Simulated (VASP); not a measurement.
Consider the following.

```yaml
crystal:
  lattice:
    - [4.09841, 0.00000, 0.00000]
    - [0.00000, 4.09841, 0.00000]
    - [0.00000, 0.00000, 4.09841]
  atoms:
    - { symbol: Tl, position: [0.00000, 0.00000, 0.00000] }
    - { symbol: Cl, position: [0.50000, 0.50000, 0.50000] }
```

Method: PBE GGA with D3 dispersion (zero damping), VASP's PBE PAW potentials (set 64) (plane waves; VASP). Run with 520 eV cut-off, 7×7×7 Γ-centred mesh, tetrahedra with Blöchl corrections, potentials Tl_d Cl.

### Question
Predict the energy per atom (σ→0).

### Answer

| Quantity | Value |
|---|---|
| energy per atom (σ→0) | -3247 meV/atom |

The absolute energy has meaning only against runs of the same code, potentials and settings.

The compound is TlCl in the CsCl type structure. It was relaxed first, which changed the volume by +22 %.
